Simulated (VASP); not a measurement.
A convergence study with VASP on HfO$_{2}$ (fluorite): one setting is varied, all else stays as given below, so the limit is that of these other settings.

```yaml
crystal:
  lattice:
    - [0.00000, 2.54000, 2.54000]
    - [2.54000, 0.00000, 2.54000]
    - [2.54000, 2.54000, 0.00000]
  atoms:
    - { symbol: Hf, position: [0.00000, 0.00000, 0.00000] }
    - { symbol: O, position: [0.25000, 0.25000, 0.25000] }
    - { symbol: O, position: [0.75000, 0.75000, 0.75000] }
```

Computed with LDA (Ceperley-Alder, Perdew-Zunger), VASP's LDA PAW potentials (set 64) (plane waves; VASP 6.6.1). The tightest run used: 700 eV cut-off, 16×16×16 Γ-centred mesh, Gaussian smearing of 0.050 eV, potentials Hf_pv O.

**Question.** The settings run are 1×1×1 mesh; 2×2×2 mesh; 3×3×3 mesh; 4×4×4 mesh; 5×5×5 mesh; 6×6×6 mesh; 7×7×7 mesh; 8×8×8 mesh; 9×9×9 mesh; 10×10×10 mesh; 11×11×11 mesh; 12×12×12 mesh; 13×13×13 mesh; 14×14×14 mesh; 15×15×15 mesh; 16×16×16 mesh. From which on does the energy per atom stay within 0.005 eV/atom of the tightest run?

**Answer.** From 3×3×3 mesh on: it is off by 0.0033 there and by no more than 0.005 in any finer run, while 2×2×2 mesh is off by 0.1819.
```csv
setting,E (eV/atom),pressure (GPa),irreducible k-points,difference judged (eV/atom)
1×1×1 mesh,-11.0987,-43.08,1,0.0997
2×2×2 mesh,-10.8171,-11.11,3,0.1819
3×3×3 mesh,-10.9956,-15.24,4,0.0033
4×4×4 mesh,-10.9985,-15.23,8,0.0004
5×5×5 mesh,-10.9990,-15.21,10,0.0000
6×6×6 mesh,-10.9989,-15.22,16,0.0000
7×7×7 mesh,-10.9990,-15.21,20,0.0000
8×8×8 mesh,-10.9989,-15.21,29,0.0000
9×9×9 mesh,-10.9990,-15.21,35,0.0000
10×10×10 mesh,-10.9990,-15.21,47,0.0000
11×11×11 mesh,-10.9990,-15.21,56,0.0000
12×12×12 mesh,-10.9989,-15.21,72,0.0000
13×13×13 mesh,-10.9990,-15.21,84,0.0000
14×14×14 mesh,-10.9990,-15.21,104,0.0000
15×15×15 mesh,-10.9990,-15.21,120,0.0000
16×16×16 mesh,-10.9990,-15.21,145,0.0000
```

Left out are rungs that failed or repeat a setting and relaxations that didn't move; long series are thinned to 24 rows.

The compound is HfO2 in the fluorite structure, the high-temperature cubic form, which is unstable at 0 K; the monoclinic form is the stable one. The cell was not relaxed at this level.
